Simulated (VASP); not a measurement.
The system is BaTiO3.

```
CELL_PARAMETERS angstrom
3.99980 0.00000 0.00000
0.00000 3.99980 0.00000
0.00000 0.00000 4.01800
ATOMIC_POSITIONS crystal
Ba 0.00000 0.00000 0.00000
Ti 0.50000 0.50000 0.49000
O 0.50000 0.50000 0.01900
O 0.50000 0.00000 0.51700
O 0.00000 0.50000 0.51700
```

* Program: VASP 6.6.1
* Task: relaxation of cell and atoms
* Functional: r2SCAN
* Potentials or basis: VASP PAW PBE potentials, release 64 (Ba_sv, Ti_sv, O)
* Cutoff: 600 eV
* k mesh: 8 × 8 × 8
* Occupations: gaussian, width 0.03 eV
* Spin: no spin polarisation

At the start: pressure 1.0 GPa; volume 12.86 Å³/atom.

Question: How do energy, volume and symmetry change on relaxing?

Answer: Over 14 steps the energy falls by 3.6 meV/atom and the volume is 13.08 Å³/atom (+1.8 %); space group P4mm (No. 99, to 0.05 Å).

Step by step:
| step | energy change (eV) | largest force (eV/Å) | pressure (GPa) | volume (Å³) |
| --- | --- | --- | --- | --- |
| 1 | 0.0000 | 0.3061 | 0.98 | 64.28 |
| 2 | -0.0077 | 0.2206 | -0.66 | 65.01 |
| 3 | -0.0080 | 0.2031 | -1.04 | 65.18 |
| 4 | -0.0126 | 0.1118 | 0.05 | 64.97 |
| 5 | -0.0127 | 0.0963 | 0.23 | 64.93 |
| 6 | -0.0145 | 0.0767 | 0.21 | 65.02 |
| 7 | -0.0164 | 0.0971 | 0.19 | 65.19 |
| 8 | -0.0165 | 0.1094 | 0.21 | 65.24 |
| 9 | -0.0174 | 0.0721 | -0.30 | 65.49 |
| 10 | -0.0174 | 0.0648 | -0.36 | 65.54 |
| 11 | -0.0178 | 0.0570 | 0.19 | 65.38 |
| 12 | -0.0178 | 0.0494 | 0.08 | 65.41 |
| 13 | -0.0179 | 0.0173 | 0.00 | 65.42 |
| 14 | -0.0179 | 0.0029 | 0.01 | 65.42 |

Final structure:
```cif
data_structure
_symmetry_space_group_name_H-M 'P 1'
_symmetry_Int_Tables_number 1
_cell_length_a 3.9873
_cell_length_b 3.9873
_cell_length_c 4.1150
_cell_angle_alpha 90.000
_cell_angle_beta 90.000
_cell_angle_gamma 90.000
_cell_volume 65.42
loop_
_atom_site_label
_atom_site_type_symbol
_atom_site_fract_x
_atom_site_fract_y
_atom_site_fract_z
_atom_site_occupancy
Ba1 Ba 0.00000 0.00000 0.99717 1
Ti1 Ti 0.50000 0.50000 0.47920 1
O1 O 0.50000 0.50000 0.03310 1
O2 O 0.50000 0.00000 0.51676 1
O3 O 0.00000 0.50000 0.51676 1
```

Caveat: the PAW data sets were made with another functional, which shifts forces and pressure a little.
